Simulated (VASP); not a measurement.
# Ge under biaxial strain in the (001) plane, part 2 of 2

How do the elastic response and the band edges of Ge follow biaxial strain in the (001) plane?

VASP 6.6.1, plane waves and PAW; the level of theory is named at each step.

So far: Set-up; Relax the crystal, PBEsol; Strain along the normal, PBEsol; Band edges, HSE06.

## (5) Band edges, PBEsol

Short lines in KPOINTS_OPT sample the zone centre along and across the normal of the plane, for masses, and the other valleys.

Level: PBEsol; plane waves and PAW (Ge_d).

Contents of INCAR:

```
SYSTEM = Ge
PREC = Accurate
ENCUT = 470
EDIFF = 1E-06
NELM = 100
ISMEAR = 0
SIGMA = 0.02
LREAL = .FALSE.
ALGO = Normal
GGA = PS
NBANDS = 19
LWAVE = .FALSE.
LCHARG = .FALSE.
KPAR = 4
```

Contents of POSCAR:

```
Ge
1.0
    0.0000000000      2.8903590420      2.7883365560
    2.8903590420      0.0000000000      2.7883365560
    2.8903590420      2.8903590420      0.0000000000
Ge
2
Direct
    0.0000000000      0.0000000000      0.0000000000
    0.2500000000      0.2500000000      0.2500000000
```

Contents of KPOINTS:

```
Automatic mesh
0
Gamma
7 7 7
0 0 0
```

Contents of KPOINTS_OPT:

```
Line mode
6
Line-mode
Reciprocal
  0.00000000   0.00000000   0.00000000
  0.02218888   0.02218888  -0.00000000

  0.00000000   0.00000000   0.00000000
  0.00000000  -0.02300075  -0.02300075

  0.31000000   0.31000000   0.00000000
  0.50000000   0.50000000   0.00000000

  0.00000000   0.31000000   0.31000000
  0.00000000   0.50000000   0.50000000

  0.45000000   0.45000000   0.45000000
  0.50000000   0.50000000   0.50000000

  0.45000000   0.00000000   0.00000000
  0.50000000   0.00000000   0.00000000

  0.42500000   0.42500000   0.00000000
  0.42500000   0.44800075   0.02300075

  0.50000000   0.50000000   0.50000000
  0.48373602   0.51626398   0.50000000
```

The projector-augmented-wave data sets are Ge_d (PBE family, release 64).

Started as:

```bash
> mpirun -np 4 vasp_std
```

What it wrote:

```text
[... set-up lines as in an earlier step ...]
 entering main loop
       N       E                     dE             d eps       ncg     rms          rms(c)
DAV:   1     0.164577155969E+03    0.16458E+03   -0.14399E+04  1607   0.377E+03
DAV:   2     0.120992170685E+02   -0.15248E+03   -0.14932E+03  1528   0.532E+02
DAV:   3    -0.928452723146E+01   -0.21384E+02   -0.21226E+02  1679   0.142E+02
DAV:   4    -0.997076898344E+01   -0.68624E+00   -0.68554E+00  1727   0.294E+01
[...]
DAV:  10    -0.984361332174E+01   -0.11567E-04   -0.29269E-05  1800   0.723E-02    0.514E-03
DAV:  11    -0.984361470993E+01   -0.13882E-05   -0.57760E-06  1988   0.358E-02    0.171E-03
DAV:  12    -0.984361436138E+01    0.34855E-06   -0.11095E-06  1030   0.208E-02
   1 F= -.98436144E+01 E0= -.98436144E+01  d E =-.233389E-09
 Start KPOINTS_OPT (optional k-point list driver)
k-point batch [1-40\48]
       N       E                     dE             ncg
DAV:   1    -0.899412667952E+04   -0.33654E+05     1582
DAV:   2    -0.151607102850E+05   -0.61666E+04     1531
DAV:   3    -0.160511277513E+05   -0.89042E+03     1688
DAV:   4    -0.160807905044E+05   -0.29663E+02     1691
DAV:   5    -0.160813132455E+05   -0.52274E+00     1694
DAV:   6    -0.160813282910E+05   -0.15045E-01     1693
DAV:   7    -0.160813290026E+05   -0.71161E-03     1910
DAV:   8    -0.160813290240E+05   -0.21390E-04     1482
DAV:   9    -0.160813290249E+05   -0.92879E-06     1017
k-point batch [41-48\48]
       N       E                     dE             ncg
DAV:   1     0.213632805457E+05   -0.89595E+04      318
DAV:   2     0.201334047235E+05   -0.12299E+04      304
DAV:   3     0.199521051419E+05   -0.18130E+03      325
DAV:   4     0.199456861841E+05   -0.64190E+01      352
DAV:   5     0.199455754474E+05   -0.11074E+00      340
DAV:   6     0.199455722059E+05   -0.32415E-02      346
DAV:   7     0.199455720604E+05   -0.14548E-03      370
DAV:   8     0.199455720541E+05   -0.63572E-05      327
DAV:   9     0.199455720538E+05   -0.28831E-06      242
```

Run time: 19 s. Hardware: 4 MPI ranks of AMD EPYC 7R43, shared host; peak memory 0.6 GiB.

Parts of OUTCAR (step 5):

```text
  Total       -0.6701707     -0.6701707      0.0025291      0.0000000      0.0000000      0.0000000
  in kB      -23.0471509    -23.0471509      0.0869762      0.0000000      0.0000000      0.0000000
  external PRESSURE =     -15.3357752 kB  Pullay stress =       0.0000000 kB

 POSITION                                       TOTAL-FORCE (eV/Angst)
 -----------------------------------------------------------------------------------
      0.00000      0.00000      0.00000        -0.000000     -0.000000     -0.000000
      1.44518      1.44518      1.39417         0.000000      0.000000      0.000000
 -----------------------------------------------------------------------------------
    total drift:                                0.000000      0.000000      0.000000

  FREE ENERGIE OF THE ION-ELECTRON SYSTEM (eV)
  ---------------------------------------------------
  free  energy   TOTEN  =        -9.8436143614 eV

  energy  without entropy=       -9.8436143611  energy(sigma->0) =       -9.84361436

[... 1 part as in an earlier step ...]

[... 2 further parts left out ...]
[key lines of the parts left out:]
E-fermi :   4.5770
```

This run gave:

```
energy(sigma→0) of the program : -9.8436 eV
stress, compression positive   : xx, yy, zz -2.30, -2.30, 0.01 GPa
```

The run ends at a pressure of -1.53 GPa.

## (6) The whole series

LASPH is off in runs at PBEsol and on in runs at HSE06.

Hybrid runs start from orbitals of a short PBEsol run, not shown.

The other members went through these steps as far as the tables show, with the same cutoff and, step by step, the same mesh; 33 runs are not shown. The session took 12 core hours (wall time by ranks) on a shared machine.

| in-plane strain (%) | strain along the normal (%) | in-plane stress, tension positive (GPa) | energy above the unstrained row (meV/atom) |
| --- | --- | --- | --- |
| -2.000 | 1.406 | -2.713 | 8.240 |
| -1.000 | 0.684 | -1.274 | 2.191 |
| -0.500 | 0.375 | -0.608 | 0.625 |
| 0 | -0.021 | 0.015 | 0.000 |
| 0.500 | -0.435 | 0.606 | 0.215 |
| 1.000 | -0.813 | 1.219 | 1.264 |
| 2.000 | -1.600 | 2.357 | 5.966 |

Slopes at zero strain, from cubics through all rows: strain ratio -0.767, stress over strain 123 GPa. For a cubic crystal strained in (001) the ratio is −2C₁₂/C₁₁.

Band edges at HSE06, counted from the valence-band top at Γ, with one row partly withheld:

| in-plane strain (%) | gap (eV) | conduction band at Γ (eV) | Δ or X valley along z (eV) | Δ or X valley along x (eV) | lowest conduction level at L, [111] (eV) | lowest conduction level at L, [-111] (eV) | second valence level below the top (eV) | third valence level below the top (eV) |
| --- | --- | --- | --- | --- | --- | --- | --- | --- |
| -2.000 | 0.805 | 1.039 | 1.195 | 0.854 | 0.805 | 0.805 | 0.000 | 0.295 |
| -1.000 | 0.828 | 0.961 | 1.146 | 0.979 | 0.828 | 0.828 | 0.000 | 0.142 |
| -0.500 | 0.830 | 0.913 | 1.124 | 1.038 | 0.830 | 0.830 | 0.000 | 0.072 |
| 0 | 0.832 | 0.873 | 1.096 | 1.098 | 0.832 | 0.832 | 0.002 | 0.002 |
| 0.500 | 0.759 | 0.762 | 0.994 | 1.085 | 0.759 | 0.759 | 0.075 | 0.075 |
| 1.000 | ? | ? | 0.899 | 1.076 | 0.686 | 0.686 | 0.144 | 0.144 |
| 2.000 | 0.428 | 0.428 | 0.711 | 1.058 | 0.536 | 0.536 | 0.278 | 0.278 |

Conduction masses, in electron masses:

| in-plane strain (%) | conduction mass at Γ, across the strain axis or in the plane | Δz mass, longitudinal | Δz mass, transverse, at 0.85 of Γ–X | L [111] mass, longitudinal | L [111] mass, transverse along [1-10] |
| --- | --- | --- | --- | --- | --- |
| -2.000 | 0.042 | 0.878 | 0.178 | 1.554 | 0.091 |
| -1.000 | 0.039 | 0.862 | 0.180 | 1.582 | 0.086 |
| -0.500 | 0.037 | 0.883 | 0.182 | 1.561 | 0.085 |
| 0 | 0.036 | 0.877 | 0.182 | 1.554 | 0.083 |
| 0.500 | 0.034 | 0.868 | 0.184 | 1.560 | 0.082 |
| 1.000 | 0.033 | 0.862 | 0.186 | 1.561 | 0.081 |
| 2.000 | 0.030 | 0.847 | 0.187 | 1.533 | 0.078 |

## (7) Fit and prediction

The quantity to fit is the conduction level at Γ above the mean of the three top valence levels at HSE06: 1.137, 1.008, 0.937, 0.874, 0.812, 0.614 eV in the rows shown.

A least-squares parabola through the 6 rows shown, with e the strain in %: E = 1.69e-4 e² − 0.1307 e + 0.8751 (eV), r.m.s. residual 0.0021 eV.

At e = 1 this predicts 0.7445 eV.

## (8) The withheld row

The calculation gives 0.7459 eV, so the prediction is 0.0014 eV too low, within twice the residual of the fit.

## (9) What came out

| Property | Result |
| --- | --- |
| ratio of normal to in-plane strain | -0.767 |
| biaxial modulus | 123 GPa |
| gap of the unstrained cell, HSE06 | 0.83 eV |
| slope at zero strain of the conduction level at Γ above the mean of the three top valence levels, HSE06 | -131 meV per % |
| error of the predicted row | -1.4 meV |
| valence shear potential \|b\|, HSE06 | 2.72 eV |

In words: As a check, the curvature of the energy gives 121 GPa for the same modulus (energy per volume = M × strain²), 2 % from the slope of the stress. The energy also has a linear term worth 0.15 GPa that the stress column lacks, a mark of the finite basis. At HSE06 the lowest conduction valley is in turn L, Γ from the first row to the last, and the gap runs between 0.43 and 0.83 eV. At zero strain Γ and L lie only 41 meV apart here, so their order is sensitive to the level and the lattice constant. Without spin-orbit coupling the three valence levels split by 3|b| times the difference of the strains; the rows within 1 % give |b| = 2.72 eV. At PBEsol the gap falls under 0.05 eV in some or all rows, where bands may have changed order, so that level, though run, gets no table. The gap at PBEsol is under 0.05 eV in some or all rows and is left out; the elastic columns come from such cells and can be uneven. Hole masses are left out throughout, since the top bands are degenerate or cross in many series; of conduction masses, those of the Γ, L and (for Si and Ge under (001) strain) Δ valleys are kept where they change by under an eighth between rows. A measured gap of unstrained Ge is 0.74 eV (arxiv:cond-mat/0503738, indirect gap, 4.2 K); the static gaps here belong to the lattice relaxed at PBEsol. HSE06 ran on a coarser mesh than the semilocal levels. Spin-orbit coupling is left out at HSE06, so the valence splittings there lack it. Δ or X levels are the lowest on their line, refined by a parabola unless they lie at X; the gap is read from all points sampled and can differ from the lowest valley by some meV, or by tens of meV where strain moves the valence top off Γ. Temperature, zero-point motion and excitons are left out.

[Lines on the potential files, build, host, timing and source positions are cut from VASP's logs without a mark.]

[Logs are printed without paths, hosts, clocks, repeated set-up lines and the standing remarks that a program may print on its own settings, such as how far it seeks lower states.]

[Hosts, paths, dates, database ids (printed as entryN), source tags and the programs' standing remarks are cut or masked in the printed files.]

[In band tables of VASP the shares of atoms and orbitals are scaled to a sum of 1 inside the atoms' spheres.]
